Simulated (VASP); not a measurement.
```xyz
2
Lattice="0.0000 2.0648 2.0648 2.0648 0.0000 2.0648 2.0648 2.0648 0.0000" Properties=species:S:1:pos:R:3 pbc="T T T"
Li     0.0000     0.0000     0.0000
F      2.0648     2.0648     2.0648
```

These are revPBE GGA, VASP's PBE PAW potentials (set 64) (plane waves; VASP) values and carry that method's errors. Numerical set-up: 520 eV cut-off, 12×12×12 Γ-centred mesh, tetrahedra with Blöchl corrections, potentials Li_sv F.

Task: Tabulate the total density of states (states/eV per cell) against energy (eV; zero at the valence-band maximum or, without a gap, the Fermi level).

Result: 
```
E (eV)  DOS (states/eV)
------  ---------------
-9.92              0.00
-9.68              0.00
-9.44              0.00
-9.20              0.00
-8.96              0.00
-8.60              0.00
-8.36              0.00
-8.12              0.00
-7.88              0.00
-7.64              0.00
-7.40              0.00
-7.16              0.00
-6.92              0.00
-6.68              0.00
-6.44              0.00
-6.08              0.00
-5.84              0.00
-5.60              0.00
-5.36              0.00
-5.12              0.00
-4.88              0.00
-4.64              0.00
-4.40              0.00
-4.16              0.00
-3.92              0.00
-3.56              0.00
-3.32              0.00
-3.08              0.00
-2.84              0.00
-2.60              0.14
-2.36              0.66
-2.12              2.83
-1.88              2.38
-1.64              1.27
-1.40              1.71
-1.04              1.92
-0.80              2.78
-0.56              4.15
-0.32              4.37
-0.08              1.88
0.16               0.00
0.40               0.00
0.64               0.00
0.88               0.00
1.12               0.00
1.48               0.00
1.72               0.00
1.96               0.00
2.20               0.00
2.44               0.00
2.68               0.00
2.92               0.00
3.16               0.00
3.40               0.00
3.64               0.00
4.00               0.00
4.24               0.00
4.48               0.00
4.72               0.00
4.96               0.00
5.20               0.00
5.44               0.00
5.68               0.00
5.92               0.00
6.16               0.00
6.52               0.00
6.76               0.00
7.00               0.00
7.24               0.00
7.48               0.00
7.72               0.00
7.96               0.00
8.20               0.00
8.44               0.00
8.68               0.00
9.04               0.06
9.28               0.09
9.52               0.12
9.76               0.15
10.00              0.19
```
Within 2 eV below the valence-band maximum the largest weight inside VASP's projection spheres is F p.

The compound is LiF in the rock salt structure. It was relaxed first, which changed the volume by +8 %.
